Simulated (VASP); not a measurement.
# ZnCd3Se3S (P6/mmm) in VASP: further runs

The runs below take ZnCd3Se3S through relaxation of cell and atoms, with PBE.

Program: VASP 6.6.1. These are calculated values, not measurements. Logs are shortened: lines on timing, memory, paths and dates and some standing lists are left out, and cuts for length are marked.

## Step 1: The crystal as given

It takes space group P6/mmm (No. 191, hexagonal). The conventional cell has a = 5.558 Å, b = 5.558 Å, c = 8.168 Å, α = 90.00°, β = 90.00°, γ = 120.00°. Zn (site symmetry 6/mmm) has 6 Cd at 2.78 Å as nearest neighbours. Cd (site symmetry mmm) has 2 Zn at 2.78 Å and 4 Cd at 2.78 Å as nearest neighbours. Around Se (site symmetry mmm) lie 2 S at 2.78 Å and 4 Se at 2.78 Å. S (site symmetry 6/mmm) has 6 Se at 2.78 Å as nearest neighbours.

The cell was built by a generator and needn't be a form met in nature.

## Step 2: Relaxation of cell and atoms, PBE

Input file INCAR:

```
SYSTEM = ZnCd3Se3S
PREC = Normal
ENCUT = 520
EDIFF = 1E-4
ISMEAR = 0
SIGMA = 0.15
LREAL = .FALSE.
LASPH = .TRUE.
NELM = 60
ALGO = Fast
ISIF = 3
LWAVE = .FALSE.
LCHARG = .FALSE.
GGA = PE
IBRION = 2
NSW = 24
EDIFFG = -0.08
```

Input file KPOINTS:

```
Automatic mesh
0
G
  3 3 2
  0 0 0
```

Input file POSCAR:

```
ZnCd3Se3S
1.0
    5.5580414300      0.0000000000      0.0000000000
   -2.7790207200      4.8134050800      0.0000000000
    0.0000000000      0.0000000000      8.1682451800
Zn Cd Se S
1 3 3 1
Direct
    0.0000000000      0.0000000000      0.0000000000
    0.5000000000      0.0000000000      0.0000000000
    0.0000000000      0.5000000000      0.0000000000
    0.5000000000      0.5000000000      0.0000000000
    0.5000000000      0.0000000000      0.5000000000
    0.0000000000      0.5000000000      0.5000000000
    0.5000000000      0.5000000000      0.5000000000
    0.0000000000      0.0000000000      0.5000000000
```

Potentials or basis: VASP PAW PBE potentials, release 64 (Zn, Cd, Se, S).

Run with:

```bash
> cat potpaw_PBE.64/Zn/POTCAR potpaw_PBE.64/Cd/POTCAR potpaw_PBE.64/Se/POTCAR potpaw_PBE.64/S/POTCAR > POTCAR
> mpirun -np 1 vasp_std > vasp.out
```

OUTCAR:

```text
SYSTEM = ZnCd3Se3S
   PREC = Normal
   ENCUT = 520
   EDIFF = 1E-4
   ISMEAR = 0
   LREAL = .FALSE.
   LASPH = .TRUE.
   NELM = 60
   ISIF = 3
   GGA = PE
   IBRION = 2
   NSW = 24
   EDIFFG = -0.08

 ion  position               nearest neighbor table
   1  0.000  0.000  0.000-   2 2.78   2 2.78   4 2.78   4 2.78   3 2.78   3 2.78
   2  0.500  0.000  0.000-   1 2.78   1 2.78   3 2.78   3 2.78   4 2.78   4 2.78
   3  0.000  0.500  0.000-   4 2.78   4 2.78   2 2.78   2 2.78   1 2.78   1 2.78
   4  0.500  0.500  0.000-   3 2.78   3 2.78   1 2.78   1 2.78   2 2.78   2 2.78
   5  0.500  0.000  0.500-   8 2.78   8 2.78   6 2.78   6 2.78   7 2.78   7 2.78
   6  0.000  0.500  0.500-   7 2.78   7 2.78   5 2.78   5 2.78   8 2.78   8 2.78
   7  0.500  0.500  0.500-   6 2.78   6 2.78   8 2.78   8 2.78   5 2.78   5 2.78
   8  0.000  0.000  0.500-   5 2.78   5 2.78   7 2.78   7 2.78   6 2.78   6 2.78

  LATTYP: Found a hexagonal cell.
 ALAT       =     5.5580414300
 C/A-ratio  =     1.4696265371

  Lattice vectors:

 A1 = (   5.5580414300,   0.0000000000,   0.0000000000)
 A2 = (  -2.7790207200,   4.8134050800,   0.0000000000)
 A3 = (   0.0000000000,   0.0000000000,   8.1682451800)

Analysis of symmetry for initial positions (statically):
=====================================================================
 Subroutine PRICEL returns:
 Original cell was already a primitive cell.

 Routine SETGRP: Setting up the symmetry group for a
 hexagonal supercell.

 Subroutine GETGRP returns: Found 24 space group operations
 (whereof 24 operations were pure point group operations)
 out of a pool of 24 trial point group operations.

The static configuration has the point symmetry D_6h.

Analysis of symmetry for dynamics (positions and initial velocities):
=====================================================================
 Subroutine PRICEL returns:
 Original cell was already a primitive cell.

 Routine SETGRP: Setting up the symmetry group for a
 hexagonal supercell.

 Subroutine GETGRP returns: Found 24 space group operations
 (whereof 24 operations were pure point group operations)
 out of a pool of 24 trial point group operations.

The dynamic configuration has the point symmetry D_6h.

 Subroutine INISYM returns: Found 24 space group operations
 (whereof 24 operations are pure point group operations),
 and found     1 'primitive' translations

----------------------------------------------------------------------------------------

                                     Primitive cell

  volume of cell :     218.5259

  direct lattice vectors                    reciprocal lattice vectors
     5.558041430  0.000000000  0.000000000     0.179919494  0.103876568  0.000000000
    -2.779020720  4.813405080  0.000000000     0.000000000  0.207753136  0.000000000
     0.000000000  0.000000000  8.168245180     0.000000000  0.000000000  0.122425316

  length of vectors
     5.558041430  5.558041438  8.168245180     0.207753136  0.207753136  0.122425316

  position of ions in fractional coordinates (direct lattice)
     0.000000000  0.000000000  0.000000000
     0.500000000  0.000000000  0.000000000
     0.000000000  0.500000000  0.000000000
     0.500000000  0.500000000  0.000000000
     0.500000000  0.000000000  0.500000000
     0.000000000  0.500000000  0.500000000
     0.500000000  0.500000000  0.500000000
     0.000000000  0.000000000  0.500000000

  ion indices of the primitive-cell ions
   primitive index   ion index
                 1           1
                 2           2
                 3           3
                 4           4
                 5           5
                 6           6
                 7           7
                 8           8

----------------------------------------------------------------------------------------

 KPOINTS: Automatic mesh

Automatic generation of k-mesh.
 Grid dimensions read from file:
 generate k-points for:    3    3    2

 Generating k-lattice:

  Cartesian coordinates                     Fractional coordinates (reciprocal lattice)
     0.059973165  0.034625523  0.000000000     0.333333333  0.000000000  0.000000000
     0.000000000  0.069251045  0.000000000     0.000000000  0.333333333  0.000000000
     0.000000000  0.000000000  0.061212658     0.000000000  0.000000000  0.500000000

  Length of vectors
     0.069251045  0.069251045  0.061212658

  Shift w.r.t. Gamma in fractional coordinates (k-lattice)
     0.000000000  0.000000000  0.000000000

 Subroutine IBZKPT returns following result:
 ===========================================

 Found      6 irreducible k-points:

 Following reciprocal coordinates:
            Coordinates               Weight
  0.000000  0.000000  0.000000      1.000000
  0.333333  0.000000  0.000000      6.000000
  0.333333  0.333333  0.000000      2.000000
  0.000000  0.000000  0.500000      1.000000
  0.333333  0.000000  0.500000      6.000000
  0.333333  0.333333  0.500000      2.000000
   k-points           NKPTS =      6   k-points in BZ     NKDIM =      6   number of bands    NBANDS=     43
   number of dos      NEDOS =    301   number of ions     NIONS =      8
   total plane-waves  NPLWV =  49152
   dimension x,y,z NGX =    32 NGY =   32 NGZ =   48
   dimension x,y,z NGXF=    64 NGYF=   64 NGZF=   96
   ions per type =               1   3   3   1
   NGX,Y,Z   is equivalent  to a cutoff of   9.57,  9.57,  9.77 a.u.
   NGXF,Y,Z  is equivalent  to a cutoff of  19.14, 19.14, 19.54 a.u.
 SYSTEM =  ZnCd3Se3S
   PREC   = normal    normal or accurate (medium, high low for compatibility)
   ISTART =      0    job   : 0-new  1-cont  2-samecut
   ICHARG =      2    charge: 1-file 2-atom 10-const
   ISPIN  =      1    spin polarized calculation?
   LNONCOLLINEAR =      F non collinear calculations
   LSORBIT =      F    spin-orbit coupling
   LASPH  =      T    aspherical Exc in radial PAW
   ENCUT  =  520.0 eV  38.22 Ry    6.18 a.u.  10.33 10.33 15.19*2*pi/ulx,y,z
   NELM   =     60;   NELMIN=  2; NELMDL= -5     # of ELM steps
   EDIFF  = 0.1E-03   stopping-criterion for ELM
   LREAL  =      F    real-space projection
   EDIFFG = -.8E-01   stopping-criterion for IOM
   NSW    =     24    number of steps for IOM
   IBRION =      2    ionic relax: 0-MD 1-quasi-New 2-CG
   NFREE  =      1    steps in history (QN), initial steepest desc. (CG)
   ISIF   =      3    stress and relaxation
   ISYM   =      2    0-nonsym 1-usesym 2-fastsym
   POTIM  = 0.5000    time-step for ionic-motion
   TEBEG  =    0.0;   TEEND  =   0.0 temperature during run
   PSTRESS=    0.0 pullay stress
   NELECT =      72.0000    total number of electrons
   NUPDOWN=      -1.0000    fix difference up-down
   EMIN   =  10.00;   EMAX   =-10.00  energy-range for DOS
   EFERMI =   0.00;   METHOD = LEGACY
   ISMEAR =     0;   SIGMA  =   0.15  broadening in eV -4-tet -1-fermi 0-gaus
   EFERMI_NEDOS =   21; number of points for ismear=-14 and -15
   IALGO  =     68    algorithm
   IMIX   =      4    mixing-type and parameters
     AMIX     =   0.40;   BMIX     =  1.00
     AMIX_MAG =   1.60;   BMIX_MAG =  1.00
  volume/ion in A,a.u.               =      27.32       184.34
  Fermi-wavevector in a.u.,A,eV,Ry     =   1.130710  2.136733 17.395127  1.278506
  Thomas-Fermi vector in A             =   2.267407
   LORBIT       =      0    0 simple, 1 ext, 2 COOP (PROOUT), +10 PAW based schemes
   GGA     = PE    functional components
   LHFCALC =     F    Hartree Fock is set to
   AEXX    =    0.0000 exact exchange contribution
   IVDW    =     0    specifies the selected vdW correction
   LEPSILON=     F    determine dielectric tensor
   LRPA    =     F    only Hartree local field effects (RPA)
 conjugate gradient relaxation of ions
 non-spin polarized calculation
 RMM-DIIS sequential band-by-band and
 Gauss-broadening in eV      SIGMA  =   0.15
  energy-cutoff  :      520.00
  volume of cell :      218.53
 maximum number of plane-waves:      5917
   NGX = 21   NGY = 21   NGZ = 31

--------------------------------------- Ionic step        1  -------------------------------------------

 number of electron      71.9999997 magnetization

 Free energy of the ion-electron system (eV)
  ---------------------------------------------------
  ext. energy  EPLUGINS =         0.00000000
  ---------------------------------------------------
  free energy    TOTEN  =       -14.89164636 eV

  energy without entropy =      -14.82198207  energy(sigma->0) =      -14.85681422

------------------------ aborting loop because EDIFF is reached ----------------------------------------

  FORCE on cell =-STRESS in cart. coord.  units (eV):
  Direction    XX          YY          ZZ          XY          YZ          ZX
  --------------------------------------------------------------------------------------
  -------------------------------------------------------------------------------------
  Total        5.3787527      5.3787527     -4.9047821     -0.0000000     -0.0000000      0.0000000
  in kB       39.4356678     39.4356679    -35.9606343     -0.0000000     -0.0000000      0.0000000
  external PRESSURE =      14.3035672 kB  Pullay stress =       0.0000000 kB
[... 153 lines left out ...]
  energy  without entropy=      -15.3522126106  energy(sigma->0) =      -15.39389435

--------------------------------------- Ionic step        5  -------------------------------------------

 number of electron      72.0000019 magnetization

 E-fermi :   2.9887     XC(G=0):  -9.9956

 val. band max:        2.8619001168   @ k =   0.0000   0.0000   0.0000
 cond. band min:       3.0737219099   @ k =   0.3333   0.0000   0.5000
 fundamental gap:      0.2118217931
 Fermi energy:         2.9887086605

 k-point     1 :       0.0000    0.0000    0.0000
  band No.  band energies     occupation
      1     -12.3170      2.00000
      2      -9.2537      2.00000
      3      -9.2537      2.00000
      4      -8.8280      2.00000
      5      -6.5627      2.00000
      6      -6.2499      2.00000
[... 430 lines left out ...]
  energy  without entropy=      -16.3995208735  energy(sigma->0) =      -16.41810090

--------------------------------------- Ionic step        9  -------------------------------------------

 number of electron      72.0000006 magnetization

 Free energy of the ion-electron system (eV)
  ---------------------------------------------------
  ext. energy  EPLUGINS =         0.00000000
  ---------------------------------------------------
  free energy    TOTEN  =       -16.47009165 eV

  energy without entropy =      -16.42733517  energy(sigma->0) =      -16.44871341

 E-fermi :   3.3818     XC(G=0): -10.2123

 val. band max:        3.1861622065   @ k =   0.0000   0.0000   0.0000
 cond. band min:       3.4860131195   @ k =   0.3333   0.0000   0.5000
 fundamental gap:      0.2998509131
 Fermi energy:         3.3817819132

 k-point     1 :       0.0000    0.0000    0.0000
  band No.  band energies     occupation
      1     -12.2562      2.00000
      2      -8.9368      2.00000
      3      -8.9368      2.00000
      4      -8.5213      2.00000
      5      -6.3483      2.00000
      6      -6.0008      2.00000
[... 300 lines left out ...]
  FREE ENERGIE OF THE ION-ELECTRON SYSTEM (eV)
  ---------------------------------------------------
  free  energy   TOTEN  =       -16.4700916530 eV

  energy  without entropy=      -16.4273351664  energy(sigma->0) =      -16.44871341

 reached required accuracy - stopping structural energy minimisation
```

Wall time 3.1 min (1 thread of Intel Xeon Platinum 8488C (Sapphire Rapids), shared host); peak memory 0.26 GiB.

Results:

| Property | Result |
| --- | --- |
| Free energy | -16.4701 eV |
| Relaxed volume | 22.03 Å³/atom |
| Relaxed cell | a = 5.707 Å, b = 5.707 Å, c = 6.250 Å, α = 90.00°, β = 90.00°, γ = 120.00° |
| Space group after relaxing (to 0.05 Å) | P6/mmm (No. 191) |
| Energy gained by relaxing | 197.3 meV/atom |
| Ionic steps | 9 |
| Pressure after relaxing | -0.1 GPa |
| Band gap on the k mesh | none (metal or under the smearing width) |

The path:
| step | energy change (eV) | largest force (eV/Å) | pressure (GPa) | volume (Å³) |
| --- | --- | --- | --- | --- |
| 1 | 0.0000 | 0.0000 | 1.43 | 218.53 |
| 2 | -0.2401 | 0.0000 | -2.38 | 226.04 |
| 3 | -0.2408 | 0.0000 | -2.50 | 226.33 |
| 4 | -0.5439 | 0.0000 | -2.84 | 215.98 |
| 5 | -1.5180 | 0.0000 | -2.27 | 184.39 |
| 6 | -1.4749 | 0.0000 | -0.29 | 175.39 |
| 7 | -1.5331 | 0.0000 | -1.71 | 181.92 |
| 8 | -1.5450 | 0.0000 | 1.73 | 171.84 |
| 9 | -1.5784 | 0.0000 | -0.07 | 176.27 |

Final structure:
```
Zn Cd Se S
1.0
     5.70693    0.00000    0.00000
    -2.85347    4.94235    0.00000
     0.00000    0.00000    6.24950
Zn Cd Se S
1 3 3 1
Direct
  0.00000 0.00000 0.00000
  0.50000 0.00000 0.00000
  0.00000 0.50000 0.00000
  0.50000 0.50000 0.00000
  0.50000 0.00000 0.50000
  0.00000 0.50000 0.50000
  0.50000 0.50000 0.50000
  0.00000 0.00000 0.50000
```

Caveat: the k mesh is coarse (spacing up to 0.44 Å⁻¹), so the values aren't converged; the volume moved by over 15 % at a fixed basis, so the end points are rough; the relaxation stopped at a loose force limit of 0.08 eV/Å, so its end isn't a converged minimum.

## Step 3: Relaxation of cell and atoms, PBE

This run uses another cell than the first one, of 29.30 Å³/atom, 1.073 times its volume.

INCAR is that of step 2.

KPOINTS is that of step 2.

Input file POSCAR:

```
ZnCd3Se3S
1.0
    5.9469933100      0.0000000000      0.0000000000
   -2.9734966500      5.1502472800      0.0000000000
    0.0000000000      0.0000000000      7.6539757100
Zn Cd Se S
1 3 3 1
Direct
    0.6666666700      0.3333333300      0.0000000000
    0.3333333300      0.6666666700      0.7749886500
    0.3333333300      0.6666666700      0.2250113500
    0.3333333300      0.6666666700      0.5000000000
    0.8743289500      0.1256710500      0.0000000000
    0.8743289500      0.7486578900      0.0000000000
    0.2513421100      0.1256710500      0.0000000000
    0.0000000000      0.0000000000      0.5000000000
```

Potentials or basis: VASP PAW PBE potentials, release 64 (Zn, Cd, Se, S).

Run with:

```bash
> cat potpaw_PBE.64/Zn/POTCAR potpaw_PBE.64/Cd/POTCAR potpaw_PBE.64/Se/POTCAR potpaw_PBE.64/S/POTCAR > POTCAR
> mpirun -np 1 vasp_std > vasp.out
```

It took 12 min on 1 thread of Intel Xeon Platinum 8488C (Sapphire Rapids), shared host; peak memory 0.3 GiB.

Results (log left out):

- Free energy: -13.4131 eV
- Relaxed volume: 39.54 Å³/atom
- Relaxed cell: a = 6.631 Å, b = 6.631 Å, c = 8.308 Å, α = 90.00°, β = 90.00°, γ = 120.00°
- Space group after relaxing (to 0.05 Å): P-6m2 (No. 187)
- Energy gained by relaxing: 915.5 meV/atom
- Ionic steps: 17
- Pressure after relaxing: 0.2 GPa
- Largest force after relaxing: 0.059 eV/Å
- Band gap on the k mesh: none (metal or under the smearing width)

Forces on the atoms (eV/Å):
```
Zn   0.000  0.000  0.000
Cd   0.000  0.000  0.057
Cd   0.000  0.000 -0.057
Cd   0.000  0.000  0.000
Se   0.051 -0.029  0.000
Se   0.000  0.059  0.000
Se  -0.051 -0.029  0.000
S    0.000  0.000  0.000
```

Stress tensor (GPa, compression positive):
```
0.28 0.00 0.00
0.00 0.28 0.00
0.00 0.00 0.19
```

Step by step:
```csv
step,energy change (eV),largest force (eV/Å),pressure (GPa),volume (Å³)
1,0.0000,11.7005,21.80,234.43
2,70.0528,1.4513,-0.87,395.14
3,-6.1693,1.5596,-0.33,382.08
4,-6.3891,1.6958,-0.77,375.21
5,-6.8552,0.7952,2.69,299.67
6,-6.8980,1.3862,0.79,328.23
7,-6.9360,1.2333,1.19,318.64
8,-6.9383,1.1482,1.62,313.93
9,-6.9388,1.1815,1.44,315.78
10,-7.2283,0.0731,-0.37,333.61
11,-7.2296,0.1385,-0.59,335.35
12,-7.2768,0.1244,-0.45,329.89
13,-7.3041,0.3647,0.17,314.99
14,-7.3145,0.2622,-0.12,320.74
15,-7.3148,0.2783,-0.10,319.65
16,-7.3226,0.1427,0.04,317.54
17,-7.3237,0.0589,0.25,316.34
```

Final structure:
```cif
data_structure
_symmetry_space_group_name_H-M 'P 1'
_symmetry_Int_Tables_number 1
_cell_length_a 6.6306
_cell_length_b 6.6306
_cell_length_c 8.3084
_cell_angle_alpha 90.000
_cell_angle_beta 90.000
_cell_angle_gamma 120.000
_cell_volume 316.34
loop_
_atom_site_label
_atom_site_type_symbol
_atom_site_fract_x
_atom_site_fract_y
_atom_site_fract_z
_atom_site_occupancy
Zn1 Zn 0.66667 0.33333 0.00000 1
Cd1 Cd 0.33333 0.66667 0.82877 1
Cd2 Cd 0.33333 0.66667 0.17123 1
Cd3 Cd 0.33333 0.66667 0.50000 1
Se1 Se 0.86648 0.13352 0.00000 1
Se2 Se 0.86648 0.73297 0.00000 1
Se3 Se 0.26703 0.13352 0.00000 1
S1 S 0.00000 0.00000 0.50000 1
```

Levels at points of the mesh, in eV from the Fermi level:
| k point | band 33 | band 34 | band 35 | band 36 | band 37 | band 38 |
| --- | --- | --- | --- | --- | --- | --- |
| (0.00, 0.00, 0.00) | -0.29 | -0.25 | -0.25 | 0.00 | 1.11 | 1.32 |
| (0.00, 0.00, 0.50) | -0.23 | -0.05 | -0.05 | 1.11 | 1.33 | 1.33 |

Caveat: the k mesh is coarse (spacing up to 0.41 Å⁻¹), so the values aren't converged; the volume moved by over 15 % at a fixed basis, so the end points are rough; the relaxation stopped at a loose force limit of 0.08 eV/Å, so its end isn't a converged minimum.
